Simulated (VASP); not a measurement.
A cell of GdN (rock salt) near equilibrium:

```xyz
2
Lattice="0.0000 2.4823 2.4823 2.4823 0.0000 2.4823 2.4823 2.4823 0.0000" Properties=species:S:1:pos:R:3 pbc="T T T"
Gd     0.0000     0.0000     0.0000
N      2.4823     2.4823     2.4823
```

These are r2SCAN meta-GGA, VASP's PBE PAW potentials (set 64) (plane waves; VASP) values and carry that method's errors.

The 4f electrons are frozen in the core of the lanthanide potential, so 4f levels, which can set the real gap, and their magnetism are missing.

```csv
run,ΔE (meV/atom),σxx,σyy,σzz,"largest shear component, with its sign (GPa)",largest force (eV/Å),gap (eV)
as it is,0.0,0.04,0.04,0.04,0.00,0.000,0.32
after one change,21.5,-10.55,-3.07,-3.07,0.00,0.000,0.30
```
Stress is in GPa, positive when the cell is compressed; gaps are those on the k-mesh, and 0.00 means metallic.

### Question
What was changed between the two runs?
A) uniaxial strain of +2.0 % along z
B) uniaxial strain of +4.0 % along x
C) shear strain γ_xy = +0.5 %
D) uniaxial strain of +0.5 % along x

### Answer
B, uniaxial strain of +4.0 % along x

The compound is GdN in the rock salt structure.
